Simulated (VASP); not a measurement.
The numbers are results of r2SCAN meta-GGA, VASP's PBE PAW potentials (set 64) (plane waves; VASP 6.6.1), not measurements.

Input for VASP

**INCAR**
```
ALGO = Normal
EDIFF = 1E-6
EDIFFG = -0.01
ENCUT = 520
IBRION = 2
ISIF = 3
ISMEAR = 0
LASPH = .True.
LCHARG = .False.
LMAXMIX = 4
LMIXTAU = .True.
LREAL = .False.
LWAVE = .False.
METAGGA = R2SCAN
NELM = 100
NSW = 60
PREC = Accurate
SIGMA = 0.05
SYSTEM = CdS
```

**POSCAR**
```
CdS
1
    0.0000000000     2.9100000000     2.9100000000
    2.9100000000     0.0000000000     2.9100000000
    2.9100000000     2.9100000000     0.0000000000
Cd S
1 1
Direct
  0.0000000000   0.0000000000   0.0000000000
  0.2500000000   0.2500000000   0.2500000000
```

KPOINTS:
```
Automatic mesh
0
Gamma
7 7 7
0 0 0
```

POTCAR, in this order: Cd S (PBE.64 set). Program: vasp_std.

Energy and stress use the plane-wave basis of the starting cell.

Predict the energy per atom (σ→0), volume per atom, band gap (on the k-mesh).

```json
{
 "energy per atom (σ→0)": "-14843 meV/atom",
 "band gap (on the k-mesh)": "1.53 eV",
 "volume_per_atom": "25.51 Å³/atom"
}
```

### OSZICAR
```
...
DAV:   5    -0.296852634936E+02   -0.16531E-02   -0.18429E-03   520   0.521E-01    0.638E-02
DAV:   6    -0.296847955731E+02    0.46792E-03   -0.10536E-03   520   0.394E-01    0.377E-02
DAV:   7    -0.296855272846E+02   -0.73171E-03   -0.23599E-04   520   0.198E-01    0.137E-02
DAV:   8    -0.296855074231E+02    0.19862E-04   -0.30729E-06   585   0.167E-02    0.117E-02
DAV:   9    -0.296855547713E+02   -0.47348E-04   -0.35584E-05   520   0.751E-02    0.276E-03
DAV:  10    -0.296855570192E+02   -0.22479E-05   -0.16660E-06   480   0.169E-02    0.305E-03
DAV:  11    -0.296855566868E+02    0.33237E-06   -0.40539E-07   260   0.971E-03
   3 F= -.29685557E+02 E0= -.29685557E+02  d E =-.118938E-01
```

The compound is CdS in the zinc blende structure, a metastable form; wurtzite is the usual one. This run relaxes it. Symmetry was kept, so distortions that lower it aren't found.
